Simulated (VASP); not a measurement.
A cell of WSi$_{2}$ (MoSi2 type) near equilibrium:

```xyz
3
Lattice="-1.6018 1.6018 3.9119 1.6018 -1.6018 3.9119 1.6018 1.6018 -3.9119" Properties=species:S:1:pos:R:3 pbc="T T T"
Si     0.0000     0.0000     5.2071
Si     0.0000     0.0000     2.6167
W      0.0000     0.0000     0.0000
```

The numbers are results of PBEsol GGA, VASP's PBE PAW potentials (set 64) (plane waves; VASP), not measurements.

```json
[
 {"run": "as it is", "ΔE (meV/atom)": "0.0", "σxx": "0.02", "σyy": "0.02", "σzz": "-0.21", "largest shear component, with its sign (GPa)": "0.00", "largest force (eV/Å)": "0.009"},
 {"run": "after one change", "ΔE (meV/atom)": "2.2", "σxx": "-3.26", "σyy": "-3.26", "σzz": "-3.89", "largest shear component, with its sign (GPa)": "0.00", "largest force (eV/Å)": "0.029"}
]
```
Stress is in GPa, positive when the cell is compressed.

Task: Which change was made?
A. isotropic strain of +4.0 % with the ions relaxed
B. uniaxial strain of -3.0 % along z
C. biaxial strain of +1.0 % in the xz plane with the ions relaxed
D. isotropic strain of +0.5 %

Result: D, isotropic strain of +0.5 %

The compound is WSi2 in the MoSi2 type structure.
